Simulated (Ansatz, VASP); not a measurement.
# SbP: VASP beside Ansatz, part 2 of 2

Aim: how closely do two programs agree when they are given the same cell, functional and k mesh? The cell is generated by rule, not measured, and may not be a known phase. The cell is taken from a series of runs on this material, whose earlier steps may have relaxed, scaled, displaced or heated it; both programs get it as it stands.

VASP 6.6.1 and Ansatz 0.2.0.

So far: Set-up; VASP: zone-centre phonons, LDA.

The structure was built from a prototype and need not be the compound's stable phase.

### Step 3. Ansatz: zone-centre phonons, LDA

Level of this step: Ansatz beside VASP: Kohn-Sham DFT, plane waves, LDA (Ansatz).

Ansatz runs on its default PAW (the set named soft_2) files.

The same cell, functional (in two slightly different forms), mesh and smearing now go to Ansatz, which takes its cutoff from its data sets.

File input.yaml:

```yaml
crystal:
  lattice:
    - [4.6517605951, -3.0644e-06, 0.0]
    - [-2.3258776437, 4.0285443799, 0.0]
    - [0.0, 0.0, 5.5486638842]
  atoms:
    - { symbol: Sb, position: [0.3333333333, 0.6666666667, 0.25] }
    - { symbol: Sb, position: [0.6666666667, 0.3333333333, 0.75] }
    - { symbol: P, position: [0.6666666667, 0.3333333333, 0.25] }
    - { symbol: P, position: [0.3333333333, 0.6666666667, 0.75] }
kpoints:
  mp_grid: { grid: [10, 10, 6] }
hamiltonian:
  xc: lda
scf:
  occupations: { method: methfessel_paxton, width: 0.15 }
output:
  eigenvalues: true
phonons:
  method: dfpt
```

Started as:

```sh
> ansatz run input.yaml --threads 4 --pin off --max-ram 7168MiB --backend cpu --events-out ev --progress --plain --runs-dir out
```

Numbers of over 12 decimals in the logs are rounded to 6 here.

Output:

```text
Engine: ansatz 0.2.0, aarch64-unknown-linux-gnu
Pseudopotentials: kind: paw
Pseudopotential: Sb, paw, valence charge 15, recommended cutoff 420 eV (normal), Sb.paw.azcp
Pseudopotential: P, paw, valence charge 5, recommended cutoff 420 eV (normal), P.paw.azcp
Functional definition: SPW92
  exchange = slater_x
  correlation = pw_c
Crystal: 4 atoms, lattice volume = 103.981 Å³
Basis set: ecut = 420 eV, 2029 PW (Γ), exchange–correlation on 64×64×80 points (8 copies of the dense FFT grid, shifted against one another)
Bands: 24, of which v1, the nominal top of the filled ones, is band 20 counted from 1 (19 counted from 0)
Symmetry: 24 space group operations
k-points: 172 of 600 (irreducible under 2 space group operations, time reversal used)
Non-local potential: Sb, projectors of the file, l = 0: 2, l = 1: 2, l = 2: 2, l = 3: 2
Non-local potential: P, projectors of the file, l = 0: 2, l = 1: 2, l = 2: 2
PAW form: soft (Blöchl's): semilocal exchange-correlation on the pseudo side does not see the compensation charge
PAW frozen core: Sb, regenerated for the run's functional, and the local potential with it (the file was generated under x = pbe(κ = 0.804, μ = 0.219515), c = pbe(β = 0.066725))
PAW frozen core: P, regenerated for the run's functional, and the local potential with it (the file was generated under x = pbe(κ = 0.804, μ = 0.219515), c = pbe(β = 0.066725))
PAW one-centre angular grid: Sb, 590 points (default); XC on 64 Gauss nodes
PAW one-centre angular grid: P, 110 points (default); XC on 64 Gauss nodes
Initial density: superposition of atomic densities (neutral atoms: chi_scale 0, normalization atom), corrected by the library's trained network
Initial wavefunctions: pseudopotential atomic-orbital guess
Functional: x = slater, c = lda
SCF iter   1: F=—  HF=-14122.346336 eV  |F-HF|=—  |Δ(HF+E_count)|=         —  Δρ=6.49e-3  dr2=4.44e-2  ethr=1.77e-3  ⟨swp⟩=8.4  Hψ=47101  notcnv=0
automatic band count: the SCF goes on with 28 bands, as 24 were too few: they end inside the smearing window of the response
preconditioner: auto → LDOS  [metal: Δε(μ)=0.035 eV  Ē_g=9.250 eV  σ=0.150 eV  W_gap=0.20  n_scr=22 (ndim 8)  ℏωp=16.3 eV  f_vac=0.049  D(μ)=2.00/eV (n_scr^D=8)  β→1.0]
SCF iter   2: F=—  HF=-14122.329713 eV  |F-HF|=—  |Δ(HF+E_count)|=   1.66e-2  S|Δr|=    0.00e0  Δρ=7.61e-4  dr2=5.64e-4  ethr=1.11e-4  ⟨swp⟩=2.5  Hψ=7703  notcnv=0
SCF iter   3: F=—  HF=-14122.329537 eV  |F-HF|=—  |Δ(HF+E_count)|=   1.76e-4  S|Δr|=    0.00e0  Δρ=4.58e-4  dr2=1.46e-4  ethr=1.41e-6  ⟨swp⟩=2.4  Hψ=8110  notcnv=0
SCF iter   4: F=—  HF=-14122.329448 eV  |F-HF|=—  |Δ(HF+E_count)|=   8.95e-5  S|Δr|=    0.00e0  Δρ=7.26e-5  dr2=6.34e-6  ethr=3.65e-7  ⟨swp⟩=2.0  Hψ=7913  notcnv=0
SCF iter   5: F=—  HF=-14122.329445 eV  |F-HF|=—  |Δ(HF+E_count)|=   2.70e-6  S|Δr|=    0.00e0  Δρ=1.40e-5  dr2=3.48e-7  ethr=1.59e-8  ⟨swp⟩=2.1  Hψ=7973  notcnv=0
SCF iter   6: F=—  HF=-14122.329445 eV  |F-HF|=—  |Δ(HF+E_count)|=   2.24e-7  S|Δr|=    0.00e0  Δρ=2.00e-6  dr2=6.82e-9  ethr=8.71e-10  ⟨swp⟩=2.1  Hψ=5645  notcnv=0
SCF iter   7: F=—  HF=-14122.329445 eV  |F-HF|=—  |Δ(HF+E_count)|=  9.33e-10  S|Δr|=    0.00e0  Δρ=3.99e-7  dr2=2.97e-10  ethr=1.71e-11  ⟨swp⟩=2.2  Hψ=6380  notcnv=0
SCF iter   8: F=-14122.329445 eV  HF=-14122.329445 eV  |F-HF|=1.82e-12  |Δ(HF+E_count)|=  3.09e-11  S|Δr|=    0.00e0  Δρ=8.62e-8  dr2=6.96e-12  ethr=1.00e-12  ⟨swp⟩=11.0  Hψ=32037  notcnv=0
SCF 1 converged in 8 iterations: F = -14122.329445 eV  dr2 = 6.96e-12
  greatest PAW one-centre occupation: 0.998 electrons in one spin orbital (limit 2), on the Sb atom at site 1 (counted from 0), in its partial waves of l = 2
DFPT response loops at Γ: preconditioner auto → Kerker (q_TF=auto, 2.327 Å⁻¹) (partly filled bands, converged f_vac=0.050); β = 1.00, the filter's whole step (`scf.mixing.beta` (0.50) is not read by the response loops under this deck's `scf.mixing.preconditioner`; to damp them name `kerker` or `kerker_dos`, under which they read `scf.mixing.beta`, and type it under 1.00, their step now; both keys bind the ground state too); Broyden in place of MSR1
SCF converged after 8 iterations
Stability not checked: this state was not tested for a lower state beside it, because cold or Methfessel-Paxton smearing, or corrected tetrahedra, fill the levels in a way that the test cannot read (fill_not_monotonic; see scf.lower_state_search)
Free energy (F): -14122.329445 eV
Harris-Foulkes:  -14122.329445 eV  (|F-HF|=1.82e-12)
Internal energy: -14122.330658 eV  (E = F + TS)
E sigma→0 (E₀):  -14122.329748 eV
Entropy (-TS):   0.001214 eV (0.303 meV/atom)
Fermi energy:    8.169121 eV
Step filling:    the computed levels leave a gap of 0.0000 eV = 0.0 smearing widths at the electron count; against every level under it full and every level over it empty, smearing changes F+E_penalty+E_count by -0.064 meV and its σ→0 estimate by -0.368 meV
--- Per-component energies (eV) ---
  E_band       = -379.107780
  E_kinetic    = 556.239699
  E_local      = -3758.081317  (includes V_loc(G=0)·N_el)
  E_nonlocal   = 803.458009
  E_hartree    = 1670.316013
  E_xc         = -397.547817
  E_vxc        = -315.666984  (∫ρ·V_xc dr)
  E_paw        = -9932.518590  (= ΣΔE_a)
  E_vpaw       = -1005.689312  (= ΣTr[D̂ρ^β])
  E_aug_tail   = 0.000002  (compensation charges beyond the density's cutoff)
  E_ewald      = -3065.549007
  E_core_change = 1.352350  (= ΣΔE_core)
  E_smearing   = 0.001214  (= −TS)
  E_closure    = -0.000000  (closes the sum)
  Σ components = -14122.329445   (vs F -14122.329445, Δ=0.00e0)
--- Band table (eV; the first three rows and the last of 172) ---
  k-point 0: bands = [... 16 lower, 4.0149, 5.8940, 5.9704, 5.9704, 7.9175, 7.9175, 10.5657, 10.5657, ... 4 higher]
  k-point 1: bands = [... 16 lower, 3.7811, 5.7491, 5.7491, 6.8780, 8.0044, 8.0044, 10.2325, 10.2325, ... 4 higher]
  k-point 2: bands = [... 16 lower, 4.1078, 5.2155, 5.2155, 8.1854, 8.3093, 8.3093, 9.0694, 9.5360, ... 4 higher]
  k-point 171: bands = [... 16 lower, 4.5578, 4.7408, 6.3283, 8.3213, 8.9599, 10.7575, 11.3207, 11.8128, ... 4 higher]
--- Phonons (Γ-DFPT): 4 representative perturbations + reference, on 172 of 600 k-points (Σ response iterations 12) ---
  k mesh reduced under 2 symmetry operations, with k and −k counted as one. Each operation leaves every solved perturbation unchanged. A smaller set is not used because it would not reduce the number of displacements times k-points to solve
  ASR residual: 4.595e-5 → 0.000e0 eV/Å²; symmetrization residual: 9.566e-5 eV/Å²
  ASR residual per site (eV/Å²): 4.60e-5 4.60e-5 2.23e-5 2.23e-5
  Γ frequencies (cm⁻¹): -165.72 0.00 0.00 0.00 19.59 19.59 91.84 152.82 152.82 184.06 184.06 246.79
  non-analytic LO–TO correction: not included (Born effective charges unavailable; polar crystals: no LO–TO splitting at Γ)
```

### Step 4. Comparison

Known differences besides the potentials themselves: the data sets hold 40 valence electrons in Ansatz (on its default PAW (the set named soft_2) files) and 20 in VASP; the cutoff is 420 eV in Ansatz and 500 eV in VASP; VASP's log shows a relativistic correction to its local exchange, Ansatz's none. Total energies have different zeros and are not compared.

The two programs side by side:

| quantity | Ansatz | VASP | difference |
| --- | --- | --- | --- |
| optical mode 1 (imaginary, printed as negative) (cm⁻¹) | -165.7 | -160.3 | -5.4 |
| optical mode 2 to 3 (cm⁻¹) | 19.6 | 21.8 | -2.2 |
| optical mode 4 (cm⁻¹) | 91.8 | 92.3 | -0.50 % |
| optical mode 5 to 6 (cm⁻¹) | 152.8 | 156.8 | -2.55 % |
| optical mode 7 to 8 (cm⁻¹) | 184.1 | 186.9 | -1.50 % |
| optical mode 9 (cm⁻¹) | 246.8 | 253.3 | -2.56 % |

Modes are paired by rising frequency, not by their patterns, so a pair may set unlike modes beside each other; they are those without the splitting of longitudinal modes.

### Step 5. What came out

```yaml
r_m_s_difference_of_the_optical_zone_centre_modes_each_program_s_sorted_by_frequency_zone_centre_phonons_lda: 3.8 cm⁻¹
difference_in_optical_mode_9_zone_centre_phonons_lda: -2.6 %
```

What this shows: The r.m.s. difference of the optical zone-centre modes, each program's sorted by frequency is 3.8 cm⁻¹ (zone-centre phonons, LDA). The data sets hold unlike numbers of valence electrons (40 in Ansatz and 20 in VASP), so part of the differences comes from the potentials. Among the rows given in per cent, the largest difference of the zone-centre phonons, LDA pair is in optical mode 9, -2.6 %. Such differences can come from data sets, numerical settings and the points named under the comparisons, not from the functional's error against experiment.

[Lines on the potential files, build, host, timing and source positions are cut from VASP's logs without a mark.]

[Logs are printed without paths, hosts, clocks, repeated set-up lines and the standing remarks that a program may print on its own settings, such as how far it seeks lower states.]

[Hosts, paths, dates, database ids (printed as entryN), source tags and the programs' standing remarks are cut or masked in the printed files.]
